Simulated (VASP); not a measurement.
Calculation: TPSS meta-GGA, VASP's PBE PAW potentials (set 64) (plane waves; VASP).

VASP ran on this input.

**KPOINTS**
```
K-points
0
Gamma
  11 11 11
```

### KPOINTS_OPT
```
k-points along high-symmetry lines
10
Line-mode
Reciprocal
  0.000000   0.000000   0.000000 ! GAMMA
 -0.500000  -0.500000   0.000000 ! X

 -0.500000  -0.500000   0.000000 ! X
 -0.375000  -0.375000   0.250000 ! U

 -0.375000  -0.000000   0.375000 ! K
  0.000000   0.000000   0.000000 ! GAMMA

  0.000000   0.000000   0.000000 ! GAMMA
  0.000000   0.000000   0.500000 ! L

  0.000000   0.000000   0.500000 ! L
 -0.500000  -0.250000   0.250000 ! W

 -0.500000  -0.250000   0.250000 ! W
 -0.500000  -0.500000   0.000000 ! X
```

INCAR:
```
SYSTEM = InSb
PREC = Accurate
ENCUT = 520
EDIFF = 1E-7
NELM = 100
ALGO = Normal
LREAL = .FALSE.
LASPH = .TRUE.
ISMEAR = -5
METAGGA = TPSS
LMIXTAU = .TRUE.
LMAXMIX = 4
LWAVE = .FALSE.
LCHARG = .FALSE.
LORBIT = 11
NEDOS = 601
ISIF = 2
```

File POSCAR:
```
InSb
6.5949640
  0.0000000000   0.4999999819   0.4999999819
  0.4999999819   0.0000000000   0.4999999819
  0.4999999819   0.4999999819   0.0000000000
In Sb
1 1
Cart
  0.4999999819   0.0000000000   0.4999999819
  0.2499999909   0.2499999909   0.2499999909
```

POTCAR, in this order: In_d Sb (PBE.64 set). Program: vasp_std.

Unless said otherwise, spin-orbit coupling is left out, though it shifts the bands of the heavy elements here.

**Question.** What does the run give for the energy per atom (σ→0), band gap (over mesh and band path)?

**Answer.** 
The energy per atom (σ→0) is -11.516 eV/atom and the band gap (over mesh and band path) comes out as none (metal, semimetal or under 0.01 eV).

**OSZICAR**
```
...
DAV:  33    -0.230317356649E+02   -0.15695E-04   -0.68982E-06  1596   0.355E-02    0.904E-03
DAV:  34    -0.230317408705E+02   -0.52057E-05   -0.27781E-06  1571   0.138E-02    0.522E-03
DAV:  35    -0.230317428574E+02   -0.19869E-05   -0.10778E-06  1751   0.123E-02    0.264E-03
DAV:  36    -0.230317439984E+02   -0.11410E-05   -0.22525E-06  1481   0.114E-02    0.567E-04
DAV:  37    -0.230317440904E+02   -0.92007E-07   -0.10461E-07  1675   0.288E-03
   1 F= -.23031744E+02 E0= -.23031744E+02  d E =0.000000E+00
       N       E                     dE             ncg
       N       E                     dE             ncg
```

The compound is InSb in the zinc blende structure. It was relaxed first, which changed the volume by +5 %.
